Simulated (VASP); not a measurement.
Data:

```
CELL_PARAMETERS angstrom
      0.00000     2.73923     2.73923
      2.73923     0.00000     2.73923
      2.73923     2.73923     0.00000
ATOMIC_POSITIONS crystal
  Zn 0.00000 0.00000 0.00000
  S  0.25000 0.25000 0.25000
```

Computed with SCAN meta-GGA, VASP's PBE PAW potentials (set 64) (plane waves; VASP). Settings: 520 eV cut-off, 9×9×9 Γ-centred mesh, Gaussian smearing of 0.050 eV, potentials Zn S.

Question: Give the stress tensor in GPa (positive for a compressed cell).

Answer: 
```
-3.92   0.00   0.00
 0.00  -3.92   0.00
 0.00   0.00  -3.92
```
The pressure is its mean diagonal, -3.92 GPa.

The compound is ZnS in the zinc blende structure. This cell is one point of a volume scan, at 1.06 of the reference volume.
